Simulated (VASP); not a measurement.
Level of theory: revPBE GGA, VASP's PBE PAW potentials (set 64) (plane waves; VASP).

Input for VASP

**INCAR**
```
! general
SYSTEM  = Pb
PREC    = Accurate
ENCUT   = 520   ! plane-wave cut-off (eV)
LREAL   = .False.
LASPH   = .True.   ! aspherical one-centre terms

! electronic loop
EDIFF   = 1E-7   ! SCF stop (eV)
NELM    = 100
ALGO    = Normal   ! blocked Davidson
LMAXMIX = 4   ! l cut-off of mixed one-centre charges

! smearing
ISMEAR  = 1   ! Methfessel-Paxton
SIGMA   = 0.1

! functional
GGA     = RE

! ions
ISIF    = 2   ! forces and stress, cell fixed

! output
LWAVE   = .False.
LCHARG  = .False.
```

KPOINTS:
```
Automatic mesh
0
G
12 12 12
0 0 0
```

File POSCAR:
```
Pb
1
    0.0000000000     2.5618038468     2.5618038468
    2.5618038468     0.0000000000     2.5618038468
    2.5618038468     2.5618038468     0.0000000000
Pb
1
Direct
  0.0000000000   0.0000000000   0.0000000000
```

POTCAR, in this order: Pb_d (PBE.64 set). Program: vasp_std.

Unless said otherwise, spin-orbit coupling is left out, though it shifts the bands of the heavy elements here.

Estimate the energy per atom (σ→0), band gap (on the k-mesh).

```json
{
 "energy per atom (σ→0)": "-3.233 eV/atom",
 "band gap (on the k-mesh)": "none (metal, semimetal or under 0.01 eV)"
}
```

File OSZICAR:
```
...
DAV:   5    -0.323822654707E+01   -0.49123E-02   -0.49122E-02  2019   0.262E+00    0.418E-01
DAV:   6    -0.323384127122E+01    0.43853E-02   -0.10556E-02  1954   0.182E+00    0.232E-01
DAV:   7    -0.323338664667E+01    0.45462E-03   -0.54273E-03  1914   0.124E+00    0.888E-02
DAV:   8    -0.323354833682E+01   -0.16169E-03   -0.53375E-04  1767   0.405E-01    0.117E-02
DAV:   9    -0.323354571151E+01    0.26253E-05   -0.13725E-05  1938   0.685E-02    0.552E-03
DAV:  10    -0.323354547720E+01    0.23431E-06   -0.23712E-06  1683   0.150E-02    0.434E-04
DAV:  11    -0.323354550440E+01   -0.27200E-07   -0.53828E-08  1122   0.351E-03
   1 F= -.32335455E+01 E0= -.32332832E+01  d E =-.786802E-03
```

The compound is Pb in the fcc structure. This cell is one point of a volume scan, at 1.03 of the reference volume.
